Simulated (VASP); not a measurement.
# Band gap of GaN: cutoff, mesh and cell, part 2 of 2

How far does the LDA gap of GaN depend on cutoff, mesh and cell? The starting structure is a measured crystal structure from the Crystallography Open Database. Cell and atoms stay as given unless a step says otherwise.

VASP 6.6.1.

Results so far: reference 1.913 eV; cell and atoms relaxed by LDA 2.108 eV; no band path 1.911 eV.

The database entry behind the starting cell has ideal inner coordinates that were not refined, so it need not match the best structure at ambient conditions.

## 5. Bands with a cutoff of 640 eV

Level of this step: LDA; plane waves and PAW (Ga_d, N) (VASP).

Against step 2 the input has ENCUT = 640.

INCAR reads:

```
SYSTEM = GaN
PREC = Accurate
ENCUT = 640
EDIFF = 1E-06
NELM = 100
ISMEAR = 0
SIGMA = 0.03
LREAL = .FALSE.
ALGO = Normal
GGA = CA
NBANDS = 32
LORBIT = 11
LWAVE = .FALSE.
LCHARG = .FALSE.
KPAR = 8
LASPH = .TRUE.
```

POSCAR reads:

```
GaN
1.0
    3.1900000000      0.0000000000      0.0000000000
   -1.5950000000      2.7626210381      0.0000000000
    0.0000000000      0.0000000000      5.1890000000
Ga N
2 2
Direct
    0.3333333333      0.6666666667      0.5000000000
    0.6666666667      0.3333333333      0.0000000000
    0.3333333333      0.6666666667      0.8750000000
    0.6666666667      0.3333333333      0.3750000000
```

KPOINTS reads:

```
Automatic mesh
0
Gamma
8 8 4
0 0 0
```

KPOINTS_OPT reads:

```
Line mode
10
Line-mode
Reciprocal
  0.00000000   0.00000000   0.00000000 GAMMA
  0.50000000   0.00000000   0.00000000 M

  0.50000000   0.00000000   0.00000000 M
  0.33333333   0.33333333   0.00000000 K

  0.33333333   0.33333333   0.00000000 K
  0.00000000   0.00000000   0.00000000 GAMMA

  0.00000000   0.00000000   0.00000000 GAMMA
  0.00000000   0.00000000   0.50000000 A

  0.00000000   0.00000000   0.50000000 A
  0.50000000   0.00000000   0.50000000 L

  0.50000000   0.00000000   0.50000000 L
  0.33333333   0.33333333   0.50000000 H

  0.33333333   0.33333333   0.50000000 H
  0.00000000   0.00000000   0.50000000 A

  0.50000000   0.00000000   0.50000000 L
  0.50000000   0.00000000   0.00000000 M

  0.33333333   0.33333333   0.00000000 K
  0.33333333   0.33333333   0.50000000 H
```

Potentials, in the order of the species: Ga_d and N (LDA family, release 64).

Started as:

```
$ mpirun -np 8 vasp_std
```

The program printed:

```text
[... set-up lines as in an earlier step ...]
 entering main loop
       N       E                     dE             d eps       ncg     rms          rms(c)
DAV:   1     0.322302548173E+03    0.32230E+03   -0.18340E+04  2376   0.237E+03
DAV:   2     0.145667076794E+02   -0.30774E+03   -0.27942E+03  1928   0.541E+02
DAV:   3    -0.304242760121E+02   -0.44991E+02   -0.44171E+02  2256   0.139E+02
DAV:   4    -0.319057581723E+02   -0.14815E+01   -0.14795E+01  2216   0.275E+01
[...]
DAV:  16    -0.278895491139E+02    0.33574E-05   -0.35106E-06  1992   0.109E-02    0.243E-02
DAV:  17    -0.278895480709E+02    0.10430E-05   -0.18174E-06  1640   0.836E-03    0.373E-03
DAV:  18    -0.278895480684E+02    0.24665E-08   -0.42318E-07  1112   0.365E-03
   1 F= -.27889548E+02 E0= -.27889548E+02  d E =-.177886E-26
 Start KPOINTS_OPT (optional k-point list driver)
k-point batch [1-30\90]
       N       E                     dE             ncg
DAV:   1     0.500661461682E+04   -0.27684E+05     2368
DAV:   2    -0.397108998514E+04   -0.89777E+04     1920
DAV:   3    -0.527933201146E+04   -0.13082E+04     2256
DAV:   4    -0.532268622667E+04   -0.43354E+02     2152
DAV:   5    -0.532326211303E+04   -0.57589E+00     2408
DAV:   6    -0.532328337498E+04   -0.21262E-01     2520
DAV:   7    -0.532328406381E+04   -0.68883E-03     2632
DAV:   8    -0.532328407451E+04   -0.10698E-04     1840
DAV:   9    -0.532328407478E+04   -0.27310E-06     1536
[...]
k-point batch [61-90\90]
       N       E                     dE             ncg
DAV:   1     0.496479267172E+04   -0.38165E+05     2368
DAV:   2    -0.406253513452E+04   -0.90273E+04     1936
DAV:   3    -0.536453666747E+04   -0.13020E+04     2248
DAV:   4    -0.540616476538E+04   -0.41628E+02     2200
DAV:   5    -0.540671826499E+04   -0.55350E+00     2384
DAV:   6    -0.540673596851E+04   -0.17704E-01     2552
DAV:   7    -0.540673655936E+04   -0.59084E-03     2568
DAV:   8    -0.540673656246E+04   -0.31069E-05     1856
DAV:   9    -0.540673656265E+04   -0.18938E-06     1496
```

It took 26 s on 8 MPI ranks of Intel Xeon Platinum 8375C at 2.90GHz (Ice Lake), shared host; peak memory 1.8 GiB.

From OUTCAR (step 5):

```text
  Total       -1.7359924     -1.7359924     -1.2916463      0.0000000      0.0000000      0.0000000
  in kB      -60.8222835    -60.8222835    -45.2541611      0.0000000      0.0000000      0.0000000
  external PRESSURE =     -55.6329094 kB  Pullay stress =       0.0000000 kB

 POSITION                                       TOTAL-FORCE (eV/Angst)
 -----------------------------------------------------------------------------------
     -0.00000      1.84175      2.59450         0.000000     -0.000000     -0.112099
      1.59500      0.92087      0.00000        -0.000000      0.000000     -0.112099
     -0.00000      1.84175      4.54038         0.000000      0.000000      0.112099
      1.59500      0.92087      1.94588        -0.000000      0.000000      0.112099
 -----------------------------------------------------------------------------------
    total drift:                               -0.000000     -0.000000     -0.000068

  FREE ENERGIE OF THE ION-ELECTRON SYSTEM (eV)
  ---------------------------------------------------
  free  energy   TOTEN  =       -27.8895480684 eV

  energy  without entropy=      -27.8895480684  energy(sigma->0) =      -27.88954807

[... 1 part as in an earlier step ...]

[... 2 further parts left out ...]
[key lines of the parts left out:]
E-fermi :   5.2832
```

With a cutoff of 640 eV the gap is 1.913 eV, +0.000 eV from the reference.

## 6. Bands with a 10×10×6 mesh

Against step 2 the input has a 10×10×6 mesh.

Changes to INCAR since step 5:

```diff
@@ -2,3 +2,3 @@
 PREC = Accurate
-ENCUT = 640
+ENCUT = 460
 EDIFF = 1E-06
```

POSCAR is that of step 5.

KPOINTS reads:

```
Automatic mesh
0
Gamma
10 10 6
0 0 0
```

KPOINTS_OPT is that of step 5.

Started as:

```
$ mpirun -np 8 vasp_std
```

The program printed:

```text
[... set-up lines as in an earlier step ...]
 entering main loop
       N       E                     dE             d eps       ncg     rms          rms(c)
DAV:   1     0.275273961055E+03    0.27527E+03   -0.14954E+04  4448   0.193E+03
DAV:   2     0.626054189154E+01   -0.26901E+03   -0.24621E+03  3664   0.463E+02
DAV:   3    -0.308781096514E+02   -0.37139E+02   -0.36574E+02  4240   0.120E+02
DAV:   4    -0.319060458562E+02   -0.10279E+01   -0.10270E+01  4104   0.224E+01
[...]
DAV:  15    -0.278906666978E+02    0.38715E-05   -0.81158E-06  4304   0.173E-02    0.409E-02
DAV:  16    -0.278906644415E+02    0.22563E-05   -0.20862E-06  3256   0.852E-03    0.233E-02
DAV:  17    -0.278906634808E+02    0.96074E-06   -0.21841E-06  3376   0.867E-03
   1 F= -.27890663E+02 E0= -.27890663E+02  d E =-.344036E-34
 Start KPOINTS_OPT (optional k-point list driver)
k-point batch [1-56\90]
       N       E                     dE             ncg
DAV:   1     0.701181301803E+04   -0.38689E+05     4464
DAV:   2    -0.774433800333E+04   -0.14756E+05     3624
DAV:   3    -0.972412563391E+04   -0.19798E+04     4312
DAV:   4    -0.978028508685E+04   -0.56159E+02     3960
DAV:   5    -0.978102349262E+04   -0.73841E+00     4416
DAV:   6    -0.978105188102E+04   -0.28388E-01     4792
DAV:   7    -0.978105264666E+04   -0.76564E-03     4776
DAV:   8    -0.978105265626E+04   -0.96017E-05     3248
DAV:   9    -0.978105265676E+04   -0.49957E-06     2824
k-point batch [57-90\90]
       N       E                     dE             ncg
DAV:   1     0.221600649100E+05   -0.39481E+05     2688
DAV:   2     0.132141362694E+05   -0.89459E+04     2216
DAV:   3     0.120260415429E+05   -0.11881E+04     2624
DAV:   4     0.119937343306E+05   -0.32307E+02     2456
DAV:   5     0.119933030434E+05   -0.43129E+00     2688
DAV:   6     0.119932859156E+05   -0.17128E-01     2936
DAV:   7     0.119932853418E+05   -0.57381E-03     2936
DAV:   8     0.119932853392E+05   -0.25884E-05     1992
DAV:   9     0.119932853390E+05   -0.16950E-06     1760
```

It took 16 s on 8 MPI ranks; peak memory 1.7 GiB; 2 min of CPU time.

OUTCAR, selected parts (step 6):

```text
  Total       -1.8804421     -1.8804421     -1.4267259      0.0000000      0.0000000      0.0000000
  in kB      -65.8832302    -65.8832302    -49.9868156      0.0000000      0.0000000      0.0000000
  external PRESSURE =     -60.5844253 kB  Pullay stress =       0.0000000 kB

 POSITION                                       TOTAL-FORCE (eV/Angst)
 -----------------------------------------------------------------------------------
     -0.00000      1.84175      2.59450        -0.000000      0.000000     -0.112393
      1.59500      0.92087      0.00000        -0.000000      0.000000     -0.112393
     -0.00000      1.84175      4.54038         0.000000     -0.000000      0.112393
      1.59500      0.92087      1.94588        -0.000000     -0.000000      0.112393
 -----------------------------------------------------------------------------------
    total drift:                               -0.000000     -0.000001     -0.000446

  FREE ENERGIE OF THE ION-ELECTRON SYSTEM (eV)
  ---------------------------------------------------
  free  energy   TOTEN  =       -27.8906634808 eV

  energy  without entropy=      -27.8906634808  energy(sigma->0) =      -27.89066348

[... 1 part as in an earlier step ...]

[... 2 further parts left out ...]
[key lines of the parts left out:]
E-fermi :   5.3148
```

With a 10×10×6 mesh the gap is 1.913 eV, +0.000 eV from the reference.

## 7. Comparison

| run | gap (eV) | change (eV) | core minutes |
| --- | --- | --- | --- |
| reference | 1.913 | - | 2.93 |
| cell and atoms relaxed by LDA | 2.108 | 0.195 | 2.93 |
| no band path | 1.911 | -0.002 | 0.587 |
| a cutoff of 640 eV | 1.913 | 0.0 | 3.47 |
| a 10×10×6 mesh | 1.913 | 0.0 | 2.08 |

Core minutes are wall time times ranks of the run shown, on a shared host.

## 8. What came out

| Property | Result |
| --- | --- |
| reference gap | 1.913 eV |
| gap with cell and atoms relaxed by LDA | 2.108 eV |
| gap with no band path | 1.911 eV |
| gap with a cutoff of 640 eV | 1.913 eV |
| gap with a 10×10×6 mesh | 1.913 eV |

What this shows: Among the runs that read a gap along the path, the one with cell and atoms relaxed by LDA moves it most, by +0.195 eV. On finer settings it changes by +0.000 eV with a cutoff of 640 eV and +0.000 eV with a 10×10×6 mesh. The functional's own error isn't tested here. Further runs on this material are not shown.

[Lines on the potential files, build, host, timing and source positions are cut from VASP's logs without a mark.]

[Logs are printed without paths, hosts, clocks, repeated set-up lines and the standing remarks that a program may print on its own settings, such as how far it seeks lower states.]

[Hosts, paths, dates, database ids (printed as entryN), source tags and the programs' standing remarks are cut or masked in the printed files.]
